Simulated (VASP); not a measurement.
TbO3, 8 atoms in the cell. It takes space group P6_3/m (No. 176, hexagonal). Conventional cell: a = 6.553 Å, b = 6.553 Å, c = 3.448 Å, α = 90.00°, β = 90.00°, γ = 120.00°. Around Tb (site symmetry -6) lie 9 O at 2.32 to 2.42 Å. Around O (site symmetry m) lie 2 O at 2.29 Å and 3 Tb at 2.32 to 2.42 Å. The cell comes from a database or a generator and needn't be the stable form of this composition.

* Program: VASP 6.6.1
* Task: single point
* Functional: RPBE
* Potentials or basis: VASP PAW PBE potentials, release 64 (Tb_3, O), 4f in core
* Cutoff: 600 eV
* k mesh: 5 × 5 × 8
* Occupations: gaussian, width 0.02 eV
* Spin: collinear spin, ferromagnetic start
* Starting moments: [6.0, 6.0, 0.0, 0.0, 0.0, 0.0, 0.0, 0.0] μB
* Further INCAR settings: ALGO = Fast; EDIFF = 1e-07

Potentials or basis: VASP PAW PBE potentials, release 64 (Tb_3, O), 4f in core.

Launch:

```sh
$ cat potpaw_PBE.64/Tb_3/POTCAR potpaw_PBE.64/O/POTCAR > POTCAR
$ mpirun -np 1 vasp_std > vasp.out
```

Hardware: 1 thread of AMD EPYC 9R45 96-Core Processor (Zen 5), on a shared host.

**Question.** Estimate the wall time of this run.

**Answer.** Run time: 4.3 min on 1 thread of AMD EPYC 9R45 96-Core Processor (Zen 5) (shared host), peak memory 0.42 GiB. Counts: scf iterations 21, k points 25.
